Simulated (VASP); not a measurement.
Input for VASP

**POSCAR**
```
Ni3Fe
1
    3.5500000000     0.0000000000     0.0000000000
    0.0000000000     3.5500000000     0.0000000000
    0.0000000000     0.0000000000     3.5500000000
Fe Ni
1 3
Direct
  0.0000000000   0.0000000000   0.0000000000
  0.0000000000   0.5000000000   0.5000000000
  0.5000000000   0.0000000000   0.5000000000
  0.5000000000   0.5000000000   0.0000000000
```

### KPOINTS
```
Automatic mesh
0
Monkhorst-Pack
7 6 3
0 0 0
```

INCAR:
```
SYSTEM = Ni3Fe
PREC = Accurate
ENCUT = 400
EDIFF = 1E-6
NELM = 100
ALGO = Normal
LREAL = .FALSE.
LASPH = .TRUE.
ISMEAR = 1
SIGMA = 0.1
GGA = PE
LMAXMIX = 4
ISPIN = 2
MAGMOM = 3.0 0.7 0.7 0.7
LORBIT = 10
LWAVE = .FALSE.
LCHARG = .FALSE.
ISIF = 2
```

POTCAR, in this order: Fe Ni (PBE.64 set). Program: vasp_std.

The run wrote:

**standard output**
```
 POSCAR found type information on POSCAR FeNi
 POSCAR found :  2 types and       4 ions
 Reading from existing POTCAR
 Reading from existing POTCAR
 LDA part: xc-table for (Slater+PW92), standard interpolation

 -----------------------------------------------------------------------------
|                                                                             |
|           W    W    AA    RRRRR   N    N  II  N    N   GGGG   !!!           |
|           W    W   A  A   R    R  NN   N  II  NN   N  G    G  !!!           |
|           W    W  A    A  R    R  N N  N  II  N N  N  G       !!!           |
|           W WW W  AAAAAA  RRRRR   N  N N  II  N  N N  G  GGG   !            |
|           WW  WW  A    A  R   R   N   NN  II  N   NN  G    G                |
|           W    W  A    A  R    R  N    N  II  N    N   GGGG   !!!           |
|                                                                             |
|     Your reciprocal lattice and k-lattice belong to different lattice       |
|     classes:                                                                |
|                                                                             |
|        The reciprocal lattice is simple cubic,                              |
|        whereas your k-lattice is simple orthorhombic.                       |
|                                                                             |
|     Results are often still useful ...                                      |
|                                                                             |
 -----------------------------------------------------------------------------

 POSCAR, INCAR and KPOINTS ok, starting setup
 WAVECAR not read
 entering main loop
       N       E                     dE             d eps       ncg     rms          rms(c)
DAV:   1     0.216196462298E+03    0.21620E+03   -0.14549E+04  2584   0.168E+03
DAV:   2    -0.169938579223E+02   -0.23319E+03   -0.22404E+03  2496   0.332E+02
DAV:   3    -0.290046653398E+02   -0.12011E+02   -0.11460E+02  2590   0.104E+02
DAV:   4    -0.291518542714E+02   -0.14719E+00   -0.14695E+00  2724   0.122E+01
DAV:   5    -0.291561766403E+02   -0.43224E-02   -0.43220E-02  3362   0.169E+00    0.204E+01
DAV:   6    -0.266274167713E+02    0.25288E+01   -0.38373E+01  2654   0.988E+01    0.224E+01
DAV:   7    -0.298752280443E+02   -0.32478E+01   -0.25308E+01  2848   0.124E+02    0.275E+01
DAV:   8    -0.248663867576E+02    0.50088E+01   -0.17108E+01  3078   0.555E+01    0.622E+00
DAV:   9    -0.250431445788E+02   -0.17676E+00   -0.70695E-01  2882   0.106E+01    0.348E+00
DAV:  10    -0.250143667182E+02    0.28778E-01   -0.12503E-01  3398   0.910E+00    0.160E+00
DAV:  11    -0.250107659550E+02    0.36008E-02   -0.47784E-02  3748   0.303E+00    0.115E+00
DAV:  12    -0.250132292086E+02   -0.24633E-02   -0.74215E-03  2808   0.216E+00    0.316E-01
DAV:  13    -0.250134354692E+02   -0.20626E-03   -0.25091E-03  3644   0.822E-01    0.643E-02
DAV:  14    -0.250135076891E+02   -0.72220E-04   -0.31252E-04  3202   0.187E-01    0.119E-01
DAV:  15    -0.250134930865E+02    0.14603E-04   -0.89722E-05  2844   0.266E-01    0.221E-02
DAV:  16    -0.250134952811E+02   -0.21947E-05   -0.17257E-05  2736   0.398E-02    0.189E-02
DAV:  17    -0.250134945980E+02    0.68313E-06   -0.15948E-06  1352   0.326E-02
   1 F= -.25013495E+02 E0= -.25013414E+02  d E =-.241739E-03  mag=     4.5592
```

File OUTCAR:
```
------------------------ aborting loop because EDIFF is reached ----------------------------------------
  FORCE on cell =-STRESS in cart. coord.  units (eV):
  Direction    XX          YY          ZZ          XY          YZ          ZX
  --------------------------------------------------------------------------------------
  Total       -0.5655426     -0.5655426     -0.5655426      0.0000000      0.0000000     -0.0000000
  in kB      -20.2530692    -20.2530692    -20.2530692      0.0000000      0.0000000     -0.0000000
  external PRESSURE =     -20.2530692 kB  Pullay stress =       0.0000000 kB
  volume of cell :       44.74
      direct lattice vectors                 reciprocal lattice vectors
     3.550000000  0.000000000  0.000000000     0.281690141  0.000000000  0.000000000
     0.000000000  3.550000000  0.000000000     0.000000000  0.281690141  0.000000000
     0.000000000  0.000000000  3.550000000     0.000000000  0.000000000  0.281690141
 POSITION                                       TOTAL-FORCE (eV/Angst)
 -----------------------------------------------------------------------------------
      0.00000      0.00000      0.00000         0.000000      0.000000      0.000000
      0.00000      1.77500      1.77500         0.000000      0.000000      0.000000
      1.77500      0.00000      1.77500         0.000000      0.000000      0.000000
      1.77500      1.77500      0.00000         0.000000      0.000000      0.000000
 -----------------------------------------------------------------------------------
    total drift:                                0.000000     -0.000000     -0.000000
  FREE ENERGIE OF THE ION-ELECTRON SYSTEM (eV)
  ---------------------------------------------------
  free  energy   TOTEN  =       -25.0134945980 eV

  energy  without entropy=      -25.0132528592  energy(sigma->0) =      -25.01341402

 total charge

# of ion       s       p       d       tot
------------------------------------------
    1        0.472   0.494   6.113   7.079
    2        0.501   0.501   8.326   9.328
    3        0.501   0.501   8.326   9.328
    4        0.501   0.501   8.326   9.328
--------------------------------------------------
tot          1.976   1.997  31.089  35.062

 magnetization (x)

# of ion       s       p       d       tot
------------------------------------------
    1        0.010  -0.001   2.868   2.878
    2       -0.017  -0.045   0.634   0.573
    3       -0.017  -0.045   0.634   0.573
    4       -0.017  -0.045   0.634   0.573
--------------------------------------------------
tot         -0.040  -0.135   4.771   4.595
```
(Selected blocks of OUTCAR.)

Problem. Read input and log: which fault does this run have?
A. one atom is typed twice, on or next to the same site
B. the Γ-only program was given a k-mesh
C. the mesh has unequal divisions along equivalent axes and breaks the lattice's symmetry
D. NELM is too small, so the electronic loop ends before EDIFF is met

Solution. C, the mesh has unequal divisions along equivalent axes and breaks the lattice's symmetry. The run ends without an error. Against the sound run, the energy per atom (σ→0) drops by 0.004 eV/atom; the pressure drops by 0.82 GPa; the cell moment decreases by 0.39 μB.

To mend it, correct KPOINTS.
### KPOINTS
```
Automatic mesh
0
Gamma
7 7 7
0 0 0
```
The mended run (PBE GGA, plane waves, VASP's PBE PAW potentials (set 64)) converges, and its OSZICAR ends with
```
   1 F= -.24997554E+02 E0= -.24996926E+02  d E =-.188506E-02  mag=     4.9475
```

The compound is Ni3Fe in the L1_2 structure. The cell was not relaxed at this level.
